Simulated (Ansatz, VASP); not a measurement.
# SbP in two plane-wave programs

One calculation is typed for both programs; each brings its own data sets. How far apart do they land? The cell is generated by rule, not measured, and may not be a known phase. The cell is taken from a series of runs on this material, whose earlier steps may have relaxed, scaled, displaced or heated it; both programs get it as it stands.

Program: Ansatz 0.2.0. Level of theory: plane waves, with VASP 6.6.1 beside it; single point at LDA. Results are calculated unless marked as measured.

The structure was built from a prototype and need not be the compound's stable phase.

## Step 1: Starting point

The structure is orthorhombic, space group Pmc2_1 (No. 26). The conventional cell has a = 4.354 Å, b = 4.354 Å, c = 12.315 Å, α = 90.00°, β = 90.00°, γ = 90.00°. Sb has 4 P at 2.58 to 2.75 Å nearest. Sb has 4 P at 2.54 to 2.80 Å nearest. Nearest to P lie 4 Sb at 2.54 to 2.80 Å. Nearest to P lie 4 Sb at 2.58 to 2.76 Å. Farther neighbours are not listed.

Structure file:

```cif
data_structure
_symmetry_space_group_name_H-M 'Pmc2_1'
_symmetry_Int_Tables_number 26
_cell_length_a 4.3540
_cell_length_b 4.3540
_cell_length_c 12.3151
_cell_angle_alpha 90.000
_cell_angle_beta 90.000
_cell_angle_gamma 90.000
_cell_volume 233.47
loop_
_atom_site_label
_atom_site_type_symbol
_atom_site_symmetry_multiplicity
_atom_site_Wyckoff_symbol
_atom_site_fract_x
_atom_site_fract_y
_atom_site_fract_z
_atom_site_occupancy
Sb1 Sb 2 b 0.50000 0.42890 0.25000 1
Sb2 Sb 2 a 0.00000 0.06619 0.00000 1
P1 P 2 a 0.00000 0.60335 0.87500 1
P2 P 2 b 0.50000 0.09422 0.62500 1
```

## Step 2: VASP: single point, LDA, pair 1

With cell and atoms fixed, the geometry can't cause a difference; cores, projectors, grids and the points listed under the comparison can.

Lines of VASP's logs that name or quote its potential files are left out, and so is its time.

Input file INCAR:

```
SYSTEM = SbP
PREC = Accurate
ENCUT = 500
EDIFF = 1E-06
NELM = 120
ISMEAR = 1
SIGMA = 0.15
LREAL = .FALSE.
ALGO = Normal
GGA = PW92
NBANDS = 28
LORBIT = 11
LWAVE = .FALSE.
LCHARG = .FALSE.
ISIF = 2
LASPH = .TRUE.
GGA_COMPAT = .FALSE.
KPAR = 2
```

Input file POSCAR:

```
SbP
1.0
    0.0000000000     -3.0787780828     -3.0787780828
    0.0000000000      3.0787780828     -3.0787780828
   12.3151123313      0.0000000000      0.0000000000
Sb P
4 4
Direct
    0.5000000000      0.4288956454      0.2500000000
    0.5000000000      0.5711043546      0.7500000000
    0.0000000000      0.0661923964      0.0000000000
    0.0000000000      0.9338076036      0.5000000000
    0.0000000000      0.6033520582      0.8750000000
    0.0000000000      0.3966479418      0.3750000000
    0.5000000000      0.0942247779      0.6250000000
    0.5000000000      0.9057752221      0.1250000000
```

Input file KPOINTS:

```
Automatic mesh
0
Gamma
8 8 4
0 0 0
```

PAW data sets: Sb and P (LDA family, release 64).

Launch:

```sh
$ mpirun -np 2 vasp_std
```

Numbers of over 12 decimals in the logs are rounded to 6 here.

Output:

```text
[banner, memory and clock lines left out]
running    2 mpi-ranks, on    1 nodes
 distrk:  each k-point on    1 cores,    2 groups
 distr:  one band on    1 cores,    1 groups

 POSCAR found type information on POSCAR SbP
 POSCAR found :  2 types and       8 ions
|                                                                             |
|               ----> ADVICE to this user running VASP <----                  |
|                                                                             |
|     You enforced a specific xc type in the INCAR file but a different       |
|     [... a line on the potential file left out ...]
|     I HOPE YOU KNOW WHAT YOU ARE DOING!                                     |
|                                                                             |

 LDA part: xc-table for (Slater(with rela. corr.)+PW92), standard interpolation
 POSCAR, INCAR and KPOINTS ok, starting setup
 FFT: planning ... GRIDC
 FFT: planning ... GRID_SOFT
 FFT: planning ... GRID
 WAVECAR not read
 entering main loop
       N       E                     dE             d eps       ncg     rms          rms(c)
DAV:   1     0.192263276180E+03    0.19226E+03   -0.13681E+04  4200   0.110E+03
DAV:   2    -0.202418227817E+02   -0.21251E+03   -0.20709E+03  5228   0.184E+02
DAV:   3    -0.398140710493E+02   -0.19572E+02   -0.19127E+02  5284   0.599E+01
DAV:   4    -0.403701553561E+02   -0.55608E+00   -0.55071E+00  5336   0.105E+01
DAV:   5    -0.403830148296E+02   -0.12859E-01   -0.12843E-01  5508   0.172E+00    0.910E+00
DAV:   6    -0.395380679761E+02    0.84495E+00   -0.28785E+00  4872   0.543E+00    0.564E+00
DAV:   7    -0.395055305740E+02    0.32537E-01   -0.35435E-01  5152   0.239E+00    0.203E+00
DAV:   8    -0.394918415844E+02    0.13689E-01   -0.28782E-02  5044   0.739E-01    0.550E-01
DAV:   9    -0.394911351540E+02    0.70643E-03   -0.47933E-03  5300   0.314E-01    0.146E-01
DAV:  10    -0.394911566071E+02   -0.21453E-04   -0.31562E-04  5428   0.788E-02    0.731E-02
DAV:  11    -0.394911458951E+02    0.10712E-04   -0.87575E-05  4832   0.376E-02    0.159E-02
DAV:  12    -0.394911449793E+02    0.91575E-06   -0.12411E-05  5112   0.164E-02    0.947E-03
DAV:  13    -0.394911450565E+02   -0.77227E-07   -0.13034E-06  2792   0.510E-03
   1 F= -.39491145E+02 E0= -.39489924E+02  d E =-.366295E-02
```

Parts of OUTCAR (step 2):

```text
ion  position               nearest neighbor table
   1  0.500  0.429  0.250-   8 2.58   6 2.67   6 2.67   8 2.75
   2  0.500  0.571  0.750-   7 2.58   5 2.67   5 2.67   7 2.75
   3  0.000  0.066  0.000-   5 2.54   8 2.76   8 2.76   5 2.80
   4  0.000  0.934  0.500-   6 2.54   7 2.76   7 2.76   6 2.80
   5  0.000  0.603  0.875-   3 2.54   2 2.67   2 2.67   3 2.80
   6  0.000  0.397  0.375-   4 2.54   1 2.67   1 2.67   4 2.80
   7  0.500  0.094  0.625-   2 2.58   2 2.75   4 2.76   4 2.76
   8  0.500  0.906  0.125-   1 2.58   1 2.75   3 2.76   3 2.76

  LATTYP: Found a simple tetragonal cell.
 ALAT       =     4.3540497202
 C/A-ratio  =     2.8284271248

 Subroutine GETGRP returns: Found  4 space group operations
 (whereof  2 operations were pure point group operations)

The static configuration has the point symmetry C_1h.
 The point group associated with its full space group is C_2v.

 Found     75 irreducible k-points:

   k-points           NKPTS =     75   k-points in BZ     NKDIM =     75   number of bands    NBANDS=     28

   dimension x,y,z NGX =    32 NGY =   32 NGZ =   90
   dimension x,y,z NGXF=    64 NGYF=   64 NGZF=  180

   ENCUT  =  500.0 eV  36.75 Ry    6.06 a.u.   7.94  7.94 22.45*2*pi/ulx,y,z

   NELECT =      40.0000    total number of electrons

 k-points in reciprocal lattice and weights: Automatic mesh
   0.00000000  0.00000000  0.00000000       0.004
   0.12500000  0.00000000  0.00000000       0.008
   0.00000000  0.12500000  0.00000000       0.008
   0.25000000  0.00000000  0.00000000       0.008
   0.00000000  0.25000000  0.00000000       0.008
   0.37500000  0.00000000  0.00000000       0.008
   0.00000000  0.37500000  0.00000000       0.008
   0.50000000  0.00000000  0.00000000       0.004
   0.00000000  0.50000000  0.00000000       0.004
[...]
-0.37500000  0.50000000  0.50000000       0.008
   0.50000000  0.50000000  0.50000000       0.004

 average (electrostatic) potential at core
       1 -89.0297       2 -89.0297       3 -88.9603       4 -88.9603       5 -84.9718
       6 -84.9718       7 -84.9732       8 -84.9732

 E-fermi :   5.0833

 k-point     1 :       0.0000    0.0000    0.0000
  band No.  band energies     occupation
    ...
     19       4.2377      2.00000
     20       4.4119      2.00000
     21       4.6158      2.00010
     22       4.7329      2.00467
     23       4.8816      2.06718
     24       5.5541     -0.00008
     25       5.6143     -0.00001
     26       6.4713     -0.00000
     27       7.2795     -0.00000
     28       7.5363     -0.00000

 k-point     2 :       0.1250    0.0000    0.0000
  band No.  band energies     occupation
    ...
     17       3.3945      2.00000
     18       4.0604      2.00000
     19       4.3466      2.00000
     20       4.4864      2.00000
     21       4.9736      1.94070
     22       5.2003      0.03040
     23       5.3209     -0.04761
     24       5.6409     -0.00000
     25       6.0421     -0.00000
     26       6.3867     -0.00000
    ...

 k-point     3 :       0.0000    0.1250    0.0000
  band No.  band energies     occupation
    ...
     17       3.0941      2.00000
     18       4.1564      2.00000
     19       4.2433      2.00000
     20       4.7122      2.00260
     21       5.0108      1.72156
     22       5.1600      0.24753
     23       5.3320     -0.04084
     24       5.6437     -0.00000
     25       6.0242     -0.00000
     26       6.4181     -0.00000
    ...

  Total       -1.2945751     -1.4378781     -1.4378781     -0.0000000     -1.0314244      0.0000000
  in kB       -8.8840849     -9.8675083     -9.8675083     -0.0000000     -7.0782004      0.0000000
  external PRESSURE =      -9.5397005 kB  Pullay stress =       0.0000000 kB

  energy-cutoff  :      500.00
  volume of cell :      233.47
      direct lattice vectors                 reciprocal lattice vectors
     0.000000000 -3.078778083 -3.078778083     0.000000000 -0.162402092 -0.162402092
     0.000000000  3.078778083 -3.078778083     0.000000000  0.162402092 -0.162402092
    12.315112331  0.000000000  0.000000000     0.081201046  0.000000000  0.000000000

 POSITION                                       TOTAL-FORCE (eV/Angst)
 -----------------------------------------------------------------------------------
      3.07878     -0.21891     -2.85986         0.168306     -0.500470      0.500470
      9.23633      0.21891     -3.29769         0.168306      0.500470     -0.500470
      0.00000      0.20379     -0.20379         0.490976      0.300010     -0.300010
      6.15756      2.87499     -2.87499         0.490976     -0.300010      0.300010
     10.77572      1.85759     -1.85759        -0.348190     -0.104353      0.104353
      4.61817      1.22119     -1.22119        -0.348190      0.104353     -0.104353
      7.69695     -1.24929     -1.82949        -0.311092     -0.217876      0.217876
      1.53939      1.24929     -4.32807        -0.311092      0.217876     -0.217876
 -----------------------------------------------------------------------------------
    total drift:                                0.000116      0.000000     -0.000000

  FREE ENERGIE OF THE ION-ELECTRON SYSTEM (eV)
  ---------------------------------------------------
  free  energy   TOTEN  =       -39.4911450565 eV

  energy  without entropy=      -39.4874821048  energy(sigma->0) =      -39.48992407

 total charge
# of ion       s       p       d       tot
------------------------------------------
    1        1.257   1.084   0.052   2.393
    2        1.257   1.084   0.052   2.393
    3        1.266   1.067   0.049   2.382
    4        1.266   1.067   0.049   2.382
    5        1.128   1.326   0.000   2.454
    6        1.128   1.326   0.000   2.454
    7        1.141   1.288   0.000   2.428
    8        1.141   1.288   0.000   2.428
--------------------------------------------------
tot          9.583   9.530   0.203  19.316

[... 3 further parts left out ...]
```

The run ends at a pressure of -0.95 GPa, with forces up to 0.73 eV/Å.

## Step 3: Ansatz: single point, LDA, pair 1

Ansatz runs on its default PAW (the set named soft_2) files.

The same cell, functional (in two slightly different forms), mesh and smearing now go to Ansatz, which takes its cutoff from its data sets.

Input file input.yaml:

```yaml
crystal:
  lattice:
    - [0.0, -3.0787780828, -3.0787780828]
    - [0.0, 3.0787780828, -3.0787780828]
    - [12.3151123313, 0.0, 0.0]
  atoms:
    - { symbol: Sb, position: [0.5, 0.4288956454, 0.25] }
    - { symbol: Sb, position: [0.5, 0.5711043546, 0.75] }
    - { symbol: Sb, position: [0.0, 0.0661923964, 0.0] }
    - { symbol: Sb, position: [0.0, -0.0661923964, 0.5] }
    - { symbol: P, position: [0.0, 0.6033520582, 0.875] }
    - { symbol: P, position: [0.0, 0.3966479418, 0.375] }
    - { symbol: P, position: [0.5, 0.0942247779, 0.625] }
    - { symbol: P, position: [0.5, -0.0942247779, 0.125] }
kpoints:
  mp_grid: { grid: [8, 8, 4] }
hamiltonian:
  xc: lda
scf:
  occupations: { method: methfessel_paxton, width: 0.15 }
output:
  forces: true
  stress: true
  eigenvalues: true
```

Launch:

```sh
$ ansatz run input.yaml --threads 4 --pin off --max-ram 7168MiB --backend cpu --events-out ev --progress --plain --runs-dir out
```

Output:

```text
Engine: ansatz 0.2.0, aarch64-unknown-linux-gnu
Pseudopotentials: kind: paw
Pseudopotential: Sb, paw, valence charge 15, recommended cutoff 420 eV (normal), Sb.paw.azcp
Pseudopotential: P, paw, valence charge 5, recommended cutoff 420 eV (normal), P.paw.azcp
Functional definition: SPW92
  exchange = slater_x
  correlation = pw_c
Crystal: 8 atoms, lattice volume = 233.467 Å³
Basis set: ecut = 420 eV, 4513 PW (Γ)
Bands: 48, of which v1, the nominal top of the filled ones, is band 40 counted from 1 (39 counted from 0)
Symmetry: 4 space group operations
Space group: Pmc21 (ITA 26), of the structure as read, at distance tolerance 6.2e-5 Å
k-points: 75 of 256 (time reversal used)
Non-local potential: Sb, projectors of the file, l = 0: 2, l = 1: 2, l = 2: 2, l = 3: 2
Non-local potential: P, projectors of the file, l = 0: 2, l = 1: 2, l = 2: 2
PAW form: soft (Blöchl's): semilocal exchange-correlation on the pseudo side does not see the compensation charge
PAW frozen core: Sb, regenerated for the run's functional, and the local potential with it (the file was generated under x = pbe(κ = 0.804, μ = 0.219515), c = pbe(β = 0.066725))
PAW frozen core: P, regenerated for the run's functional, and the local potential with it (the file was generated under x = pbe(κ = 0.804, μ = 0.219515), c = pbe(β = 0.066725))
PAW one-centre angular grid: Sb, 590 points (default); XC on 64 Gauss nodes
PAW one-centre angular grid: P, 110 points (default); XC on 64 Gauss nodes
Initial density: superposition of atomic densities (neutral atoms: chi_scale 0, normalization atom), corrected by the library's trained network
Initial wavefunctions: pseudopotential atomic-orbital guess
Functional: x = slater, c = lda
SCF iter   1: F=—  HF=-28243.356545 eV  |F-HF|=—  |Δ(HF+E_count)|=         —  Δρ=6.65e-3  dr2=1.21e-1  ethr=1.77e-3  ⟨swp⟩=7.4  Hψ=15174  notcnv=0
preconditioner: auto → Kerker (q_TF=auto, 2.282 Å⁻¹)  [metal: Δε(μ)=0.032 eV  Ē_g=7.356 eV  σ=0.150 eV  W_gap=0.18  n_scr=56 (ndim 8)  ℏωp=15.4 eV  f_vac=0.007  D(μ)=4.05/eV (n_scr^D=26)]
SCF iter   2: F=—  HF=-28243.324134 eV  |F-HF|=—  |Δ(HF+E_count)|=   3.24e-2  S|Δr|=    0.00e0  Δρ=3.57e-3  dr2=2.94e-2  ethr=1.51e-4  ⟨swp⟩=2.0  Hψ=4722  notcnv=0  defer=2
SCF iter   3: F=—  HF=-28243.315170 eV  |F-HF|=—  |Δ(HF+E_count)|=   8.96e-3  S|Δr|=    0.00e0  Δρ=5.66e-4  dr2=1.36e-3  ethr=3.68e-5  ⟨swp⟩=3.0  Hψ=6821  notcnv=0  defer=2
SCF iter   4: F=—  HF=-28243.314808 eV  |F-HF|=—  |Δ(HF+E_count)|=   3.62e-4  S|Δr|=    0.00e0  Δρ=2.04e-4  dr2=1.97e-4  ethr=1.70e-6  ⟨swp⟩=3.0  Hψ=7374  notcnv=0  defer=2
SCF iter   5: F=—  HF=-28243.314776 eV  |F-HF|=—  |Δ(HF+E_count)|=   3.18e-5  S|Δr|=    0.00e0  Δρ=7.41e-5  dr2=3.24e-5  ethr=2.46e-7  ⟨swp⟩=2.1  Hψ=4809  notcnv=0  defer=2
SCF iter   6: F=—  HF=-28243.314746 eV  |F-HF|=—  |Δ(HF+E_count)|=   3.02e-5  S|Δr|=    0.00e0  Δρ=2.50e-5  dr2=3.53e-6  ethr=4.05e-8  ⟨swp⟩=2.5  Hψ=4670  notcnv=0  defer=2
SCF iter   7: F=—  HF=-28243.314746 eV  |F-HF|=—  |Δ(HF+E_count)|=   1.30e-8  S|Δr|=    0.00e0  Δρ=8.95e-6  dr2=4.50e-7  ethr=4.41e-9  ⟨swp⟩=3.0  Hψ=7064  notcnv=0  defer=2
SCF iter   8: F=-28243.314746 eV  HF=-28243.314746 eV  |F-HF|=3.21e-8  |Δ(HF+E_count)|=   4.01e-8  S|Δr|=    0.00e0  Δρ=3.69e-6  dr2=8.01e-8  ethr=1.25e-10  ⟨swp⟩=12.3  Hψ=17370  notcnv=0
SCF 1 converged in 8 iterations: F = -28243.314746 eV  dr2 = 8.01e-8
  greatest PAW one-centre occupation: 0.998 electrons in one spin orbital (limit 2), on the Sb atom at site 3 (counted from 0), in its partial waves of l = 2
SCF converged after 8 iterations
Stability not checked: this state was not tested for a lower state beside it, because cold or Methfessel-Paxton smearing, or corrected tetrahedra, fill the levels in a way that the test cannot read (fill_not_monotonic; see scf.lower_state_search)
Free energy (F): -28243.314746 eV
Harris-Foulkes:  -28243.314746 eV  (|F-HF|=3.21e-8)
Internal energy: -28243.311210 eV  (E = F + TS)
E sigma→0 (E₀):  -28243.313862 eV
Entropy (-TS):   -0.003536 eV (-0.442 meV/atom)
Fermi energy:    6.739134 eV
--- Per-component energies (eV) ---
  E_band       = -860.745527
  E_kinetic    = 1104.338533
  E_local      = -7800.899235  (includes V_loc(G=0)·N_el)
  E_nonlocal   = 1606.188380
  E_hartree    = 3431.593860
  E_xc         = -790.109650
  E_vxc        = -624.746636  (∫ρ·V_xc dr)
  E_paw        = -19863.524548  (= ΣΔE_a)
  E_vpaw       = -2008.806669  (= ΣTr[D̂ρ^β])
  E_aug_tail   = 0.000005  (compensation charges beyond the density's cutoff)
  E_ewald      = -5933.603255
  E_core_change = 2.704700  (= ΣΔE_core)
  E_smearing   = -0.003536  (= −TS)
  E_closure    = -0.000000  (closes the sum)
  Σ components = -28243.314746   (vs F -28243.314746, Δ=0.00e0)
--- Forces (eV/Å), atoms counted from 1 ---
  atom   1  Sb     0.17000601    -0.49664349     0.49664349
  atom   2  Sb     0.17000601     0.49664349    -0.49664349
  atom   3  Sb     0.47914007     0.27266839    -0.27266839
  atom   4  Sb     0.47914007    -0.27266839     0.27266839
  atom   5  P     -0.33998850    -0.08513733     0.08513733
  atom   6  P     -0.33998850     0.08513733    -0.08513733
  atom   7  P     -0.30916578    -0.21818945     0.21818945
  atom   8  P     -0.30916578     0.21818945    -0.21818945
  max |Σ_I F_I| component: 1.64e-5 eV/Å
--- Stress (GPa, compression-positive) ---
       -1.021801      -0.000000      -0.000000
       -0.000000      -1.135650      -0.653978
        0.000000      -0.653978      -1.135650
  P = ⅓ Tr σ = -1.0977 GPa (-10.977 kbar)
--- Band table (eV; the first three rows and the last of 75) ---
  k-point 0: bands = [... 36 lower, 4.8162, 5.7640, 5.8990, 6.0671, 6.2718, 6.3925, 6.5374, 7.2167, ... 4 higher]
  k-point 1: bands = [... 36 lower, 5.0582, 5.7212, 5.8908, 6.1277, 6.1431, 6.3773, 6.6764, 7.1699, ... 4 higher]
  k-point 2: bands = [... 36 lower, 5.4826, 5.4826, 5.9800, 5.9800, 6.2392, 6.2392, 6.9433, 6.9433, ... 4 higher]
  k-point 74: bands = [... 36 lower, 6.0603, 6.0603, 6.1307, 6.1307, 7.1358, 7.1358, 7.2210, 7.2210, ... 4 higher]
```

In the SCF lines HF is the Harris–Foulkes energy and dr2 the Hartree energy of the density residual, in eV; the loop may stop once dr2 is under the threshold and the program's other checks hold. Hψ counts applications of the Hamiltonian.

The run ends at a pressure of -1.10 GPa, with forces up to 0.72 eV/Å.

## Step 4: Side by side

Known differences besides the potentials themselves: the data sets hold 80 valence electrons in Ansatz (on its default PAW (the set named soft_2) files) and 40 in VASP; the cutoff is 420 eV in Ansatz and 500 eV in VASP; VASP's log shows a relativistic correction to its local exchange, Ansatz's none. Total energies have different zeros and are not compared.

The two programs side by side:

| quantity | Ansatz | VASP | difference |
| --- | --- | --- | --- |
| pressure (GPa) | -1.10 | -0.95 | -0.14 |

Forces (eV/Å; atoms numbered as in POSCAR):

| atom | Ansatz x, y, z | VASP x, y, z |
| --- | --- | --- |
| Sb1 | 0.170, -0.497, 0.497 | 0.168, -0.500, 0.500 |
| Sb2 | 0.170, 0.497, -0.497 | 0.168, 0.500, -0.500 |
| Sb3 | 0.479, 0.273, -0.273 | 0.491, 0.300, -0.300 |
| Sb4 | 0.479, -0.273, 0.273 | 0.491, -0.300, 0.300 |
| P5 | -0.340, -0.085, 0.085 | -0.348, -0.104, 0.104 |
| P6 | -0.340, 0.085, -0.085 | -0.348, 0.104, -0.104 |
| P7 | -0.309, -0.218, 0.218 | -0.311, -0.218, 0.218 |
| P8 | -0.309, 0.218, -0.218 | -0.311, 0.218, -0.218 |

The forces differ by 14 meV/Å r.m.s., which is 4.4 % of the r.m.s. force of 0.327 eV/Å (both taken over all components).

## Step 5: Further runs

Further runs change the set-up of one program: Ansatz's method, potentials or start, or VASP's data sets, cutoff or form of LDA. The table gives Ansatz less VASP for each quantity, since a change that brings one quantity closer may part another.

| run | r.m.s. force difference (meV/Å) | pressure (GPa) |
| --- | --- | --- |
| as above | 14 | -0.14 |
| VASP with the data sets Sb_d_GW and P | 3.1 | 0.011 |

(Continued in part 2 of 2.)

[Lines on the potential files, build, host, timing and source positions are cut from VASP's logs without a mark.]

[Logs are printed without paths, hosts, clocks, repeated set-up lines and the standing remarks that a program may print on its own settings, such as how far it seeks lower states.]

[Hosts, paths, dates, database ids (printed as entryN), source tags and the programs' standing remarks are cut or masked in the printed files.]
